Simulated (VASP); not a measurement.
Calculation: LDA (Ceperley-Alder, Perdew-Zunger), VASP's LDA PAW potentials (set 64) (plane waves; VASP).

The input files of a VASP run:

### KPOINTS
```
K-points
0
G
5 5 8
```

**POSCAR**
```
PbO2
1.0
  5.0803740000   0.0000000000   0.0000000000
  0.0000000000   5.0803740000   0.0000000000
  0.0000000000   0.0000000000   3.4672940000
Pb O
2 4
Cartesian
  0.0000000000   0.0000000000   0.0000000000
  2.5401870000   2.5401870000   1.7336470000
  1.5618593788   1.5618593788   0.0000000000
  3.5185146212   3.5185146212   0.0000000000
  0.9783276212   4.1020463788   1.7336470000
  4.1020463788   0.9783276212   1.7336470000
```

**INCAR**
```
SYSTEM  =  PbO2
PREC  =  Accurate; ENCUT  =  400; LREAL  =  .FALSE.
LASPH  =  .TRUE.
EDIFF  =  1E-6; NELM  =  100; ALGO  =  Normal
LMAXMIX  =  4
ISMEAR  =  -1; SIGMA  =  0.136
ISIF  =  2
LWAVE  =  .FALSE.; LCHARG  =  .FALSE.
```

POTCAR, in this order: Pb_d O (LDA.64 set). Program: vasp_std.

What will the output report for the number of irreducible k-points (NKPTS), largest plane-wave count, number of space-group operations, FFT grid (NGX, NGY, NGZ)?

| Quantity | Result |
|---|---|
| number of irreducible k-points (NKPTS) | 30 |
| largest plane-wave count | 1647 |
| number of space-group operations | 16 |
| FFT grid (NGX, NGY, NGZ) | 36 × 36 × 24 |

The structure comes from a computed database's PbO2 entry; how it stands against other phases isn't given here. The cell was not relaxed at this level.
